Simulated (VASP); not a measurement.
These are optB88-vdW, VASP's PBE PAW potentials (set 64) (plane waves; VASP) values and carry that method's errors.

A VASP calculation is set up with these files.

### POSCAR
```
W
1
   -1.5929812592     1.5929812592     1.5929812592
    1.5929812592    -1.5929812592     1.5929812592
    1.5929812592     1.5929812592    -1.5929812592
W
1
Direct
  0.0000000000   0.0000000000   0.0000000000
```

**KPOINTS**
```
K-points
0
gamma
 16 16 16
0 0 0
```

**INCAR**
```
SYSTEM  =  W
ISMEAR  =  1
GGA  =  BO
PARAM1  =  0.1833333333
SIGMA  =  0.1   # width (eV)
LUSE_VDW  =  .True.
ISIF  =  2   # forces and stress, cell fixed
LMAXMIX  =  6   # l cut-off of mixed one-centre charges
EDIFF  =  1E-7   # SCF stop (eV)
LASPH  =  .True.
PARAM2  =  0.22
AGGAC  =  0.0
LREAL  =  .False.   # projection in real space or not
PREC  =  Accurate
LCHARG  =  .False.
ENCUT  =  520   # plane-wave cut-off (eV)
ALGO  =  Normal
LWAVE  =  .False.
NELM  =  100
```

POTCAR, in this order: W_sv (PBE.64 set). Program: vasp_std.

Unless said otherwise, spin-orbit coupling is left out, though it shifts the bands of the heavy elements here.

Q: Predict the energy per atom (σ→0), band gap (on the k-mesh).

A: 
The energy per atom (σ→0) comes out as -9.641 eV/atom and the band gap (on the k-mesh) is none (metal, semimetal or under 0.01 eV).

### OSZICAR
```
...
DAV:   7    -0.964428136118E+01    0.10905E+00   -0.26679E-01  3529   0.638E+00    0.592E-01
DAV:   8    -0.964141708605E+01    0.28643E-02   -0.44238E-03  3262   0.102E+00    0.110E-01
DAV:   9    -0.964142328360E+01   -0.61975E-05   -0.19024E-04  3514   0.175E-01    0.516E-02
DAV:  10    -0.964141917738E+01    0.41062E-05   -0.34313E-05  3469   0.870E-02    0.247E-03
DAV:  11    -0.964141928407E+01   -0.10669E-06   -0.52400E-07  3361   0.108E-02    0.923E-04
DAV:  12    -0.964141915591E+01    0.12816E-06   -0.38522E-08  1988   0.258E-03    0.479E-04
DAV:  13    -0.964141917000E+01   -0.14082E-07   -0.12992E-09  1676   0.565E-04
   1 F= -.96414192E+01 E0= -.96411724E+01  d E =-.740331E-03
```

The compound is W in the bcc structure. It was relaxed first.
